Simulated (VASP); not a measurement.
# SbAu2 (P4/mmm) in VASP: reference runs

Reference runs on SbAu2: the cell as given.

All numbers are computed with VASP 6.6.1; they aren't measurements. Logs are shortened: lines on timing, memory, paths and dates and some standing lists are left out, and cuts for length are marked.

## (1) The structure

Symmetry: P4/mmm, No. 123, tetragonal system. The conventional cell has a = 4.157 Å, b = 4.157 Å, c = 4.589 Å, α = 90.00°, β = 90.00°, γ = 90.00°. Sb (site symmetry 4/mmm) has 8 Au at 3.23 Å as nearest neighbours. Au (site symmetry 4mm) has 1 Au at 1.93 Å as nearest neighbours.

The cell was built by a generator and needn't be a form met in nature.

## (2) Single point, PBE

File INCAR:

```
SYSTEM = SbAu2
PREC     = Accurate       ! precision mode
ENCUT    = 520            ! plane-wave cutoff, eV
EDIFF    = 1E-7           ! SCF threshold, eV
ISMEAR   = -1             ! smearing method
SIGMA    = 0.05           ! smearing width, eV
LREAL    = .False.        ! projectors in reciprocal space
LASPH    = .True.         ! aspherical terms in the spheres
NELM     = 80             ! most SCF steps
ALGO     = Normal         ! electronic algorithm
ISIF     = 2              ! what is computed and relaxed
LWAVE    = .False.        ! write WAVECAR
LCHARG   = .False.        ! write CHGCAR
GGA      = PE             ! functional
NBANDS   = 20             ! bands
```

File KPOINTS:

```
Automatic mesh
0
Gamma
  7 7 6
  0 0 0
```

File POSCAR:

```
SbAu2
1.0
    4.1573040000      0.0000000000      0.0000000000
    0.0000000000      4.1573040000      0.0000000000
    0.0000000000      0.0000000000      4.5887393300
Sb Au
1 2
Direct
    0.0000000000      0.0000000000      0.5000000000
    0.5000000000      0.5000000000      0.2100691200
    0.5000000000      0.5000000000      0.7899308800
```

Potentials or basis: VASP PAW PBE potentials, release 64 (Sb, Au).

Launch:

```bash
$ cat potpaw_PBE.64/Sb/POTCAR potpaw_PBE.64/Au/POTCAR > POTCAR
$ mpirun -np 1 vasp_std > vasp.out
```

OUTCAR:

```text
SYSTEM = SbAu2
   PREC = Accurate
   ENCUT = 520
   EDIFF = 1E-7
   ISMEAR = -1
   LREAL = .False.
   LASPH = .True.
   NELM = 80
   ISIF = 2
   GGA = PE

 ion  position               nearest neighbor table
   1  0.000  0.000  0.500-   2 3.23   3 3.23   2 3.23   3 3.23   2 3.23   3 3.23   2 3.23   3 3.23

   2  0.500  0.500  0.210-   3 1.93   3 2.66   1 3.23   1 3.23   1 3.23   1 3.23
   3  0.500  0.500  0.790-   2 1.93   2 2.66   1 3.23   1 3.23   1 3.23   1 3.23

  LATTYP: Found a simple tetragonal cell.
 ALAT       =     4.1573040000
 C/A-ratio  =     1.1037776718

  Lattice vectors:

 A1 = (   4.1573040000,   0.0000000000,   0.0000000000)
 A2 = (   0.0000000000,   4.1573040000,   0.0000000000)
 A3 = (   0.0000000000,   0.0000000000,   4.5887393300)

Analysis of symmetry for initial positions (statically):
=====================================================================
 Subroutine PRICEL returns:
 Original cell was already a primitive cell.

 Routine SETGRP: Setting up the symmetry group for a
 simple tetragonal supercell.

 Subroutine GETGRP returns: Found 16 space group operations
 (whereof 16 operations were pure point group operations)
 out of a pool of 16 trial point group operations.

The static configuration has the point symmetry D_4h.

Analysis of symmetry for dynamics (positions and initial velocities):
=====================================================================
 Subroutine PRICEL returns:
 Original cell was already a primitive cell.

 Routine SETGRP: Setting up the symmetry group for a
 simple tetragonal supercell.

 Subroutine GETGRP returns: Found 16 space group operations
 (whereof 16 operations were pure point group operations)
 out of a pool of 16 trial point group operations.

The dynamic configuration has the point symmetry D_4h.

 Subroutine INISYM returns: Found 16 space group operations
 (whereof 16 operations are pure point group operations),
 and found     1 'primitive' translations

----------------------------------------------------------------------------------------

                                     Primitive cell

  volume of cell :      79.3080

  direct lattice vectors                    reciprocal lattice vectors
[... 85 lines left out ...]
   LSORBIT =      F    spin-orbit coupling
   LASPH  =      T    aspherical Exc in radial PAW
   ENCUT  =  520.0 eV  38.22 Ry    6.18 a.u.   7.73  7.73  8.53*2*pi/ulx,y,z
   NELM   =     80;   NELMIN=  2; NELMDL= -5     # of ELM steps
   EDIFF  = 0.1E-06   stopping-criterion for ELM
   LREAL  =      F    real-space projection
   EDIFFG = 0.1E-05   stopping-criterion for IOM
   NSW    =      0    number of steps for IOM
   IBRION =     -1    ionic relax: 0-MD 1-quasi-New 2-CG
   NFREE  =      0    steps in history (QN), initial steepest desc. (CG)
   ISIF   =      2    stress and relaxation
   ISYM   =      2    0-nonsym 1-usesym 2-fastsym
   POTIM  = 0.5000    time-step for ionic-motion
   TEBEG  =    0.0;   TEEND  =   0.0 temperature during run
   PSTRESS=    0.0 pullay stress
   NELECT =      27.0000    total number of electrons
   NUPDOWN=      -1.0000    fix difference up-down
   EMIN   =  10.00;   EMAX   =-10.00  energy-range for DOS
   EFERMI =   0.00;   METHOD = LEGACY
   ISMEAR =    -1;   SIGMA  =   0.05  broadening in eV -4-tet -1-fermi 0-gaus
   EFERMI_NEDOS =   21; number of points for ismear=-14 and -15
   IALGO  =     38    algorithm
   IMIX   =      4    mixing-type and parameters
     AMIX     =   0.40;   BMIX     =  1.00
     AMIX_MAG =   1.60;   BMIX_MAG =  1.00
  volume/ion in A,a.u.               =      26.44       178.40
  Fermi-wavevector in a.u.,A,eV,Ry     =   1.143116  2.160177 17.778937  1.306715
  Thomas-Fermi vector in A             =   2.279812
   LORBIT       =      0    0 simple, 1 ext, 2 COOP (PROOUT), +10 PAW based schemes
   GGA     = PE    functional components
   LHFCALC =     F    Hartree Fock is set to
   AEXX    =    0.0000 exact exchange contribution
   IVDW    =     0    specifies the selected vdW correction
   LEPSILON=     F    determine dielectric tensor
   LRPA    =     F    only Hartree local field effects (RPA)
 non-spin polarized calculation
  energy-cutoff  :      520.00
  volume of cell :       79.31
 maximum number of plane-waves:      2154
 NGX is ok and might be reduce to    32
   NGX = 15   NGY = 15   NGZ = 17

 number of electron      26.9999996 magnetization

 Free energy of the ion-electron system (eV)
  ---------------------------------------------------
  ext. energy  EPLUGINS =         0.00000000
  ---------------------------------------------------
  free energy    TOTEN  =        -3.30625099 eV

  energy without entropy =       -3.29151414  energy(sigma->0) =       -3.29888256

 E-fermi :   5.9004     XC(G=0): -10.0303

 val. band max:        5.8795484079   @ k =   0.2857   0.2857   0.1667
 cond. band min:       5.9144220140   @ k =   0.4286   0.4286   0.5000
 fundamental gap:      0.0348736061
 Fermi energy:         5.9004154620

 k-point     1 :       0.0000    0.0000    0.0000
  band No.  band energies     occupation
      1      -4.6188      2.00000
      2      -3.4869      2.00000
      3      -1.8362      2.00000
      4      -1.8362      2.00000
      5       0.7802      2.00000
      6       1.1952      2.00000
[... 541 lines left out ...]
     19      13.1036      0.00000
     20      14.7670      0.00000

 [... further k-points ...]

------------------------ aborting loop because EDIFF is reached ----------------------------------------

  FORCE on cell =-STRESS in cart. coord.  units (eV):
  Direction    XX          YY          ZZ          XY          YZ          ZX
  --------------------------------------------------------------------------------------
  -------------------------------------------------------------------------------------
  Total       -3.9876372     -3.9876372     53.7288640      0.0000000      0.0000000     -0.0000000
  in kB      -80.5581102    -80.5581102   1085.4286648      0.0000000      0.0000000     -0.0000000
  external PRESSURE =     308.1041482 kB  Pullay stress =       0.0000000 kB

 VOLUME and BASIS-vectors are now :
 -----------------------------------------------------------------------------
  energy-cutoff  :      520.00
  volume of cell :       79.31
      direct lattice vectors                 reciprocal lattice vectors
     4.157304000  0.000000000  0.000000000     0.240540504  0.000000000  0.000000000
     0.000000000  4.157304000  0.000000000     0.000000000  0.240540504  0.000000000
     0.000000000  0.000000000  4.588739330     0.000000000  0.000000000  0.217924778

 POSITION                                       TOTAL-FORCE (eV/Angst)
 -----------------------------------------------------------------------------------
      0.00000      0.00000      2.29437         0.000000      0.000000      0.000000
      2.07865      2.07865      0.96395         0.000000     -0.000000     26.669589
      2.07865      2.07865      3.62479         0.000000      0.000000    -26.669589
 -----------------------------------------------------------------------------------
    total drift:                                0.000000     -0.000000     -0.000000

  FREE ENERGIE OF THE ION-ELECTRON SYSTEM (eV)
  ---------------------------------------------------
  free  energy   TOTEN  =        -3.3062509883 eV

  energy  without entropy=       -3.2915141408  energy(sigma->0) =       -3.29888256
```

stdout:

```text
POSCAR found type information on POSCAR SbAu
 POSCAR found :  2 types and       3 ions
 scaLAPACK will be used
 LDA part: xc-table for (Slater+PW92), standard interpolation
 POSCAR, INCAR and KPOINTS ok, starting setup
 FFT: planning ... GRIDC
 FFT: planning ... GRID_SOFT
 FFT: planning ... GRID
 WAVECAR not read
 entering main loop
```

Wall time 40 s (1 thread of Intel Xeon Platinum 8488C (Sapphire Rapids), shared host); peak memory 0.22 GiB.

Results:

* Free energy: -3.3063 eV
* Pressure: 30.8 GPa
* Largest force: 26.670 eV/Å
* Band gap on the k mesh: none (metal or under the smearing width)

Forces on the atoms (eV/Å):
```
Sb    0.000   0.000   0.000
Au    0.000   0.000  26.670
Au    0.000   0.000 -26.670
```

Stress tensor (GPa, compression positive):
```
 -8.06   0.00   0.00
  0.00  -8.06   0.00
  0.00   0.00 108.54
```

Caveat: a pressure of tens of GPa on the cell as given is suspect, and the run, the potentials or the cell itself is likely at fault; forces of over 1 eV/Å show positions far from the minimum, so gaps and moduli don't describe the material at rest. The run has no spin-orbit coupling, so splittings on Au, Sb are missing.
